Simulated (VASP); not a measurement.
Consider the following.

```yaml
crystal:
  lattice:
    - [0.00279, 5.51335, 5.51444]
    - [5.51335, 0.00279, 5.51444]
    - [2.75807, 2.75807, 0.00000]
  atoms:
    - { symbol: Zn, position: [0.99858, 0.99858, 0.00284] }
    - { symbol: Zn, position: [0.99793, 0.50268, 0.99939] }
    - { symbol: Zn, position: [0.50268, 0.99793, 0.99939] }
    - { symbol: Se, position: [0.12478, 0.12478, 0.25044] }
    - { symbol: Se, position: [0.14529, 0.61828, 0.23643] }
    - { symbol: Se, position: [0.61828, 0.14529, 0.23643] }
    - { symbol: Se, position: [0.61275, 0.61275, 0.27451] }
    - { symbol: Be, position: [0.49972, 0.49972, 0.00056] }
```

Calculation: PBEsol GGA, VASP's PBE PAW potentials (set 64) (plane waves; VASP 6.6.1). Settings: 400 eV cut-off, 4×4×8 Γ-centred mesh, tetrahedra with Blöchl corrections, potentials Zn Se Be.

The cores are frozen, which limits the accuracy of field gradients.

### Question
Give the principal components of the electric field gradient (V/Å²) and the asymmetry η at each nucleus.

### Answer

```csv
atom,Vxx,Vyy,Vzz,η
Zn1,-7.1,-1.9,9.0,0.58
Zn2,5.3,2.9,-8.2,0.29
Zn3,5.3,2.9,-8.2,0.29
Se4,2.1,1.6,-3.7,0.15
Se5,-10.6,-5.9,16.5,0.29
Se6,-10.6,-5.9,16.5,0.29
Se7,10.3,6.0,-16.3,0.26
Be8,0.7,0.1,-0.8,0.63
```

The structure was generated: BeZn3Se4 was put into an ordered model structure (Amm2), which need not be its known phase. It was relaxed first.
